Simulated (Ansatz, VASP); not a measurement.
## Si2MoP4 (MoSi2P4 bilayer, AB): VASP beside Ansatz

Aim: how closely do two programs agree when they are given the same cell, functional and k mesh? Of the first pair: The structure shown is the start of the Ansatz relaxation below; VASP solves that cell, so the two are compared at the walk's first step.

Main program and level: Ansatz 0.2.0; plane waves, with VASP 6.6.1 beside it; single point at PBEsol with D3(BJ).

## Step 1: Starting point

The cell holds 14 atoms: 8 P, 4 Si and 2 Mo. Cell: a = 3.480 Å, b = 3.480 Å, c = 70.427 Å, α = 90.0°, β = 90.0°, γ = 120.0°. Vacuum lies along c.

## Step 2: Ansatz: relaxation, PBEsol with D3(BJ)

Ansatz runs on its default PAW (the set named soft_2) files.

The two programs are compared at the cell with which this relaxation starts, whose forces are those of its first step.

Contents of input.yaml:

```yaml
crystal:
  lattice:
    - [3.48, 0.0, 0.0]
    - [-1.74, 3.0137684052, 0.0]
    - [0.0, 0.0, 70.4274456885]
  atoms:
    - { symbol: P, position: [0.0, 0.0, 0.3599449015] }
    - { symbol: Si, position: [0.3333333333, 0.6666666667, 0.3690952794] }
    - { symbol: P, position: [0.3333333333, 0.6666666667, 0.3990551903] }
    - { symbol: Mo, position: [0.0, 0.0, 0.4186132428] }
    - { symbol: P, position: [0.3333333333, 0.6666666667, 0.4381712953] }
    - { symbol: Si, position: [0.3333333333, 0.6666666667, 0.4681312063] }
    - { symbol: P, position: [0.0, 0.0, 0.4772815841] }
    - { symbol: P, position: [0.3333333333, 0.6666666667, 0.5227184159] }
    - { symbol: Si, position: [0.6666666667, 0.3333333333, 0.5318687937] }
    - { symbol: P, position: [0.6666666667, 0.3333333333, 0.5618287047] }
    - { symbol: Mo, position: [0.3333333333, 0.6666666667, 0.5813867572] }
    - { symbol: P, position: [0.6666666667, 0.3333333333, 0.6009448097] }
    - { symbol: Si, position: [0.6666666667, 0.3333333333, 0.6309047206] }
    - { symbol: P, position: [0.3333333333, 0.6666666667, 0.6400550985] }
  periodic: [true, true, false]
kpoints:
  mp_grid: { grid: [12, 12, 1] }
hamiltonian:
  xc: pbesol
  dispersion: d3bj
scf:
  occupations: { method: fermi_dirac, width: 0.05 }
  convergence: { dr2_threshold: 1.0e-09 }
relax:
  f_tol: 0.004
  max_steps: 90
  cell: {}
output:
  write_potential: true
  write_density: true
  volumetric_format: npy
```

Command:

```console
> ansatz run input.yaml --threads 8 --pin off --max-ram 12288MiB --backend cpu --events-out ev --progress --plain --runs-dir out
```

Numbers of over 12 decimals in the logs are rounded to 6 here.

Output:

```text
Warning: relax.cell: scf.convergence.dr2_threshold = 1e-9 eV is looser than the 1.58421035283e-10 eV advised for a relaxation that steers and ends on the stress (1e-10 eV for each atom of the cell: 14, times the square of relax.cell.stress_2d_tol = 0.05 N/m over 29.7 Å (the atoms' height at the walk's start and 5 Å past either face), 1.682e-2 GPa, over a crystal's default 0.05). What an SCF threshold leaves in a stress goes as its square root, and in the free energy as the threshold itself, and one threshold admits the most on a small cell: [figures from the program's tests cut] Set scf.convergence.dr2_threshold to 1.58421035283e-10 eV or tighter. [rest of the remark cut]
Engine: ansatz 0.2.0, x86_64-unknown-linux-gnu
Pseudopotentials: kind: paw
Pseudopotential: P, paw, valence charge 5, recommended cutoff 420 eV (normal), P.paw.azcp
Pseudopotential: Si, paw, valence charge 4, recommended cutoff 420 eV (normal), Si.paw.azcp
Pseudopotential: Mo, paw, valence charge 14, recommended cutoff 420 eV (normal), Mo.paw.azcp
Functional definition: PBEsol
  exchange = pbesol_x
  correlation = pbesol_c
Crystal: 14 atoms, lattice volume = 738.637 Å³
Basis set: ecut = 420 eV, 14401 PW (Γ), exchange–correlation on 48×48×960 points (8 copies of the dense FFT grid, shifted against one another)
Bands: 56, of which v1, the nominal top of the filled ones, is band 42 counted from 1 (41 counted from 0)
Symmetry: 6 space group operations
Space group: P3m1 (ITA 156), of the structure as read, at distance tolerance 9.0e-5 Å
k-points: 19 of 144 (time reversal used)
Non-local potential: P, projectors of the file, l = 0: 2, l = 1: 2, l = 2: 2
Non-local potential: Si, projectors of the file, l = 0: 2, l = 1: 2, l = 2: 2
Non-local potential: Mo, projectors of the file, l = 0: 3, l = 1: 2, l = 2: 2, l = 3: 1
PAW form: soft (Blöchl's): semilocal exchange-correlation on the pseudo side does not see the compensation charge
PAW frozen core: P, regenerated for the run's functional, and the local potential with it (the file was generated under x = pbe(κ = 0.804, μ = 0.219515), c = pbe(β = 0.066725))
PAW frozen core: Si, regenerated for the run's functional, and the local potential with it (the file was generated under x = pbe(κ = 0.804, μ = 0.219515), c = pbe(β = 0.066725))
PAW frozen core: Mo, regenerated for the run's functional, and the local potential with it (the file was generated under x = pbe(κ = 0.804, μ = 0.219515), c = pbe(β = 0.066725))
PAW one-centre angular grid: P, 110 points (default); XC on 64 Gauss nodes
PAW one-centre angular grid: Si, 110 points (default); XC on 64 Gauss nodes
PAW one-centre angular grid: Mo, 590 points (default); XC on 64 Gauss nodes
Initial density: superposition of atomic densities (neutral atoms: chi_scale 0, normalization atom), corrected by the library's trained network
Initial wavefunctions: pseudopotential atomic-orbital guess
Functional: x = pbesol(κ = 0.804, μ = 0.123457), c = pbesol(β = 0.046)
SCF iter   1: F=—  HF=-18207.096350 eV  |F-HF|=—  |Δ(HF+E_count)|=         —  Δρ=5.78e-3  dr2=2.35e0  ethr=1.77e-3  ⟨swp⟩=15.3  Hψ=8653  notcnv=0  defer=18
preconditioner: auto → LDOS  [metal: Δε(μ)=0.066 eV  Ē_g=8.191 eV  σ=0.050 eV  W_gap=0.31  n_scr=42 (ndim 8)  ℏωp=11.3 eV  f_vac=0.662  D(μ)=0.85/eV (n_scr^D=10)  β→1.0]
SCF iter   2: F=—  HF=-18211.707291 eV  |F-HF|=—  |Δ(HF+E_count)|=    4.61e0  Δρ=2.83e-2  dr2=1.54e2  ethr=1.77e-3  ⟨swp⟩=6.9  Hψ=2827  notcnv=0  defer=102  recentre
SCF iter   3: F=—  HF=-18206.968914 eV  |F-HF|=—  |Δ(HF+E_count)|=    4.74e0  Δρ=3.72e-3  dr2=1.07e0  ethr=1.77e-3  ⟨swp⟩=5.9  Hψ=2934  notcnv=0  defer=90
SCF iter   4: F=—  HF=-18206.858445 eV  |F-HF|=—  |Δ(HF+E_count)|=   1.10e-1  Δρ=1.53e-3  dr2=1.12e-1  ethr=1.27e-3  ⟨swp⟩=4.4  Hψ=1711  notcnv=0  defer=67
SCF iter   5: F=—  HF=-18206.852971 eV  |F-HF|=—  |Δ(HF+E_count)|=   5.47e-3  Δρ=6.79e-4  dr2=2.15e-2  ethr=1.34e-4  ⟨swp⟩=3.4  Hψ=2124  notcnv=0  defer=78
SCF iter   6: F=—  HF=-18206.850475 eV  |F-HF|=—  |Δ(HF+E_count)|=   2.50e-3  Δρ=3.85e-4  dr2=1.64e-3  ethr=2.56e-5  ⟨swp⟩=2.6  Hψ=1746  notcnv=0  defer=78
SCF iter   7: F=—  HF=-18206.850572 eV  |F-HF|=—  |Δ(HF+E_count)|=   9.68e-5  Δρ=2.62e-4  dr2=1.36e-3  ethr=1.96e-6  ⟨swp⟩=3.5  Hψ=2260  notcnv=0  defer=78
SCF iter   8: F=—  HF=-18206.850381 eV  |F-HF|=—  |Δ(HF+E_count)|=   1.90e-4  Δρ=4.90e-5  dr2=3.00e-5  ethr=1.62e-6  ⟨swp⟩=2.6  Hψ=1566  notcnv=0  defer=78
[...]
basis re-selected at this cell: Δ(F+E_penalty+E_count) = +1.940e-3 eV, ΔP = -0.039 N/m vs the last step (what re-selecting the basis moved, of the pressure what is left beyond the Pulay correction that the steps carried, after the strain that the cell walked since its last selection, with what the two solves' SCF thresholds leave and, on support functions, any second-order correction that the steps lacked; it is no m [...]
WARN: The output density's exchange-correlation potential varies sharply where the density is thin. Do not read a vacuum level from v_tot or v_xc, or from such a field of the output density. On a cell that repeats whose density bears no net charge and no dipole along the vacuum's axis use v_es (v_loc + v_h of the components); under efield.dipole_correction with no amplitude use v_es + v_field, which holds any externa [...]
SCF converged after 7 iterations
Free energy (F): -18210.376875 eV
Harris-Foulkes:  -18210.376875 eV  (|F-HF|=4.66e-10)
Internal energy: -18210.376848 eV  (E = F + TS)
E sigma→0 (E₀):  -18210.376861 eV
Entropy (-TS):   -0.000027 eV (-0.002 meV/atom)
Fermi energy:    -4.814323 eV
--- Per-component energies (eV) ---
  E_band       = -1466.775268
  E_kinetic    = 1626.062231
  E_local      = -638263.034867  (includes V_loc(G=0)·N_el)
  E_nonlocal   = 667.295176
  E_hartree    = 318003.051781
  E_xc         = -1080.293267
  E_vxc        = -1141.091573  (∫ρ·V_xc dr)
  E_paw        = -12717.434672  (= ΣΔE_a)
  E_vpaw       = -362.110997  (= ΣTr[D̂ρ^β])
  E_aug_tail   = 0.000126  (compensation charges beyond the density's cutoff)
  E_ewald      = 313557.734628
  E_disp       = -4.671595  (pairwise vdW)
  E_core_change = 0.913610  (= ΣΔE_core)
  E_smearing   = -0.000027  (= −TS)
  E_closure    = -0.000000  (closes the sum)
  Σ components = -18210.376875   (vs F -18210.376875, Δ=0.00e0)
--- Forces (eV/Å), atoms counted from 1 ---
  atom   1  P      0.00000000    -0.00000000    -0.00143567
  atom   2  Si     0.00000000     0.00000000    -0.00062363
  atom   3  P     -0.00000000    -0.00000000     0.00053079
  atom   4  Mo     0.00000000    -0.00000000     0.00008706
  atom   5  P      0.00000000    -0.00000000    -0.00001914
  atom   6  Si     0.00000000     0.00000000     0.00131203
  atom   7  P      0.00000000    -0.00000000     0.00110824
  atom   8  P      0.00000000    -0.00000000    -0.00031107
  atom   9  Si     0.00000000     0.00000000    -0.00138020
  atom  10  P      0.00000000    -0.00000000     0.00076992
  atom  11  Mo     0.00000000    -0.00000000    -0.00254735
  atom  12  P      0.00000000    -0.00000000     0.00037354
  atom  13  Si     0.00000000     0.00000000     0.00060809
  atom  14  P      0.00000000    -0.00000000     0.00152999
  max |Σ_I F_I| component: 2.59e-6 eV/Å
--- 2D stress c σ (N/m, compression-positive) ---
       -0.036111      -0.000000       0.000000
       -0.000000      -0.036111       0.000000
        0.000000       0.000000      -0.000000
  P = ½ c Tr σ = -0.0361 N/m
--- Band table (eV; the first three rows and the last of 19) ---
  k-point 0: bands = [... 38 lower, -5.8598, -5.8598, -5.8542, -5.1545, -2.5882, -2.5882, -2.5354, -2.5354, ... 10 higher]
  k-point 1: bands = [... 38 lower, -6.0652, -6.0631, -5.8064, -5.2506, -2.8331, -2.7763, -2.6162, -2.5180, ... 10 higher]
  k-point 2: bands = [... 38 lower, -6.4575, -6.1545, -5.9400, -5.6228, -3.3163, -3.2137, -3.1725, -2.8983, ... 10 higher]
  k-point 18: bands = [... 38 lower, -6.3636, -6.3050, -5.5091, -5.4395, -4.4420, -4.4024, -4.2281, -3.9615, ... 10 higher]
  the weakly bound empty levels are not read free of the cell's end (no_gap_told)
--- Relaxed structure (8 steps of the walk, 8 accepted, 1 SCFs on fresh bases) ---
  F+E_penalty+E_count = -18210.37687469 eV   max|allowed force component| = 2.548e-3 eV/Å   (the final SCF, on the basis selected at the relaxed cell)
  cell:  # Å, volume = 696.8604 Å³
    - [3.380155, -3.695012976173108e-18, 0]
    - [-1.690077, 2.927300, 0]
    - [0, 0, 70.4274456885]
  atoms:
    - { symbol: P, position: [5.22884973075653e-17, -7.552537548908458e-19, 0.346600] }
    - { symbol: Si, position: [0.333333, 0.666667, 0.361576] }
    - { symbol: P, position: [0.333333, 0.666667, 0.393221] }
    - { symbol: Mo, position: [4.611402264356664e-17, -7.552537548908441e-19, 0.413513] }
    - { symbol: P, position: [0.333333, 0.666667, 0.433819] }
    - { symbol: Si, position: [0.333333, 0.666667, 0.465397] }
    - { symbol: P, position: [3.9960146706114e-17, -7.552537548908423e-19, 0.480398] }
    - { symbol: P, position: [0.333333, 0.666667, 0.519651] }
    - { symbol: Si, position: [0.666667, 0.333333, 0.534601] }
    - { symbol: P, position: [0.666667, 0.333333, 0.566194] }
    - { symbol: Mo, position: [0.333333, 0.666667, 0.586473] }
    - { symbol: P, position: [0.666667, 0.333333, 0.606764] }
    - { symbol: Si, position: [0.666667, 0.333333, 0.638408] }
    - { symbol: P, position: [0.333333, 0.666667, 0.653384] }
```

In the SCF lines HF is the Harris–Foulkes energy and dr2 the Hartree energy of the density residual, in eV; the loop may stop once dr2 is under the threshold and the program's other checks hold. Hψ counts applications of the Hamiltonian.

(Continued in part 2 of 3.)

[Lines on the potential files, build, host, timing and source positions are cut from VASP's logs without a mark.]

[Logs are printed without paths, hosts, clocks, repeated set-up lines and the standing remarks that a program may print on its own settings, such as how far it seeks lower states.]

[Hosts, paths, dates, database ids (printed as entryN), source tags and the programs' standing remarks are cut or masked in the printed files.]
